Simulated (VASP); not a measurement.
Lu: relaxation of shape and atoms at fixed volume with PBEsol

Lu:

```xyz
2
Lattice="3.5194 0.0000 0.0000 -1.7597 3.0479 0.0000 0.0000 0.0000 5.4641" Properties=species:S:1:pos:R:3 pbc="T T T"
Lu    0.0000    2.0319    1.3660
Lu    1.7597    1.0160    4.0981
```

The cell isn't the ideal one: a relaxed cell with its volume scaled by 1.06.

```json
{
  "Program": "VASP 6.6.1",
  "Task": "relaxation of shape and atoms at fixed volume",
  "Functional": "PBEsol",
  "Potentials or basis": "VASP PAW PBE potentials, release 64 (Lu)",
  "Cutoff": "600 eV",
  "k mesh": "12 × 12 × 7",
  "Occupations": "methfessel-paxton, width 0.1 eV",
  "Spin": "no spin polarisation",
  "Further INCAR settings": "ALGO = Normal; EDIFF = 1e-07; IBRION = 2; EDIFFG = -0.01; NSW = 40; ISIF = 4"
}
```

```json
{
 "Pressure after relaxing": "-2.7 GPa",
 "Band gap on the k mesh": "none (metal or under the smearing width)"
}
```

Final structure:
```
Lu
1.0
     3.51942    0.00000    0.00000
    -1.75971    3.04791    0.00000
     0.00000    0.00000    5.46409
Lu
2
Cartesian
  0.0000 2.0319 1.3660
  1.7597 1.0160 4.0981
```

Levels at points of the mesh, in eV from the Fermi level:
```tsv
k point	band 23	band 24	band 25	band 26	band 27	band 28
(0.00, 0.00, 0.00)	-4.86	-2.38	0.71	2.14	2.14	2.62
(0.50, 0.00, 0.00)	-2.37	-1.39	-0.82	-0.38	1.60	1.79
```

Wall time 83 s on 1 thread of Intel(R) Xeon(R) 6975P-C (Granite Rapids) (shared host), peak memory 0.28 GiB.

Caveat: the relaxation stopped at its first step, so nothing moved; the PAW data sets were made with another functional, which shifts forces and pressure a little. Spin-orbit coupling is left out, which matters for the levels of Lu.
